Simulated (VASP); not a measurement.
Consider the following.

```
BiB
1.0
    0.00000     2.50560     2.50560
    2.50560     0.00000     2.50560
    2.50560     2.50560     0.00000
B Bi
1 1
Direct
  0.00000   0.00000   0.00000
  0.50000   0.50000   0.50000
```

Method: PBEsol GGA, VASP's PBE PAW potentials (set 64) (plane waves; VASP 6.6.1). Run with 520 eV cut-off, 8×8×8 Γ-centred mesh, Gaussian smearing of 0.050 eV, potentials B Bi_d.

Energy and stress use the plane-wave basis of the starting cell.

Task: The ions, cell shape and volume are relaxed. What does this cell relax into?

Result: 
```
BiB
1.0
    0.00000     2.60382     2.60382
    2.60382     0.00000     2.60382
    2.60382     2.60382     0.00000
B Bi
1 1
Direct
  0.00000   0.00000   0.00000
  0.50000   0.50000   0.50000
```
Space group Fm-3m (225), at a tolerance of 0.03 Å.

Task: How do energy and volume change from the first to the last step?

Result: The energy (σ→0) changes by -75.9 meV/atom and the volume by +12.2 %, in 3 ionic steps.

```tsv
step	E(σ→0) (eV)	max force (eV/Å)	pressure (GPa)	volume (Å³)
1	-8.8869	0.000	14.16	31.46
2	-8.9779	0.000	-5.96	38.22
3	-9.0386	0.000	-0.04	35.31
```

The structure was generated: BBi was put into the rock salt type (Fm-3m), which need not be its known phase. This run relaxes it. Symmetry was kept, so distortions that lower it aren't found.
